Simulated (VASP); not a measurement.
Sn2HBr3:

```xyz
6
Lattice="4.3143 2.4909 3.0633 -4.3143 2.4909 3.0633 0.0000 -4.9817 3.0633" Properties=species:S:1:pos:R:3 pbc="T T T"
Sn    0.0000    0.0000    7.0836
Sn    0.0000    0.0000    2.1063
H     0.0000    0.0000    4.5949
Br   -2.1571    1.2454    1.5316
Br    0.0000   -2.4909    1.5316
Br    2.1571    1.2454    1.5316
```

The cell was built by a generator and needn't be a form met in nature.

| Quantity | Value |
| --- | --- |
| Program | VASP 6.6.1 |
| Task | relaxation of cell and atoms |
| Functional | PBE |
| Potentials or basis | VASP PAW PBE potentials, release 64 (Sn_d, H, Br) |
| Cutoff | 520 eV |
| k mesh | 3 × 3 × 3 |
| Occupations | gaussian, width 0.15 eV |
| Spin | no spin polarisation |

At the start: pressure 7.6 GPa; volume 32.92 Å³/atom.

Problem. Where does the relaxation end?

Solution. Over 7 steps the energy falls by 336.9 meV/atom and the volume is 37.39 Å³/atom (+13.6 %); space group R-3m (No. 166, to 0.05 Å).

The path:
```tsv
step	energy change (eV)	largest force (eV/Å)	pressure (GPa)	volume (Å³)
1	0.0000	2.3697	7.60	197.51
2	-1.7683	0.7321	-1.12	244.24
3	-1.7683	0.7056	-1.28	245.16
4	-1.9238	0.4711	-1.03	236.48
5	-2.0189	0.0183	-0.48	226.22
6	-2.0208	0.1626	-0.16	223.34
7	-2.0216	0.0432	-0.19	224.32
```

Final structure:
```yaml
crystal:
  lattice:
    - [4.81710, 2.78115, 2.79061]
    - [-4.81710, 2.78115, 2.79061]
    - [0.00000, -5.56231, 2.79061]
  atoms:
    - { symbol: Sn, position: [0.74719, 0.74719, 0.74719] }
    - { symbol: Sn, position: [0.25281, 0.25281, 0.25281] }
    - { symbol: H, position: [0.50000, 0.50000, 0.50000] }
    - { symbol: Br, position: [0.00000, 0.50000, 0.00000] }
    - { symbol: Br, position: [0.00000, 0.00000, 0.50000] }
    - { symbol: Br, position: [0.50000, 0.00000, 0.00000] }
```
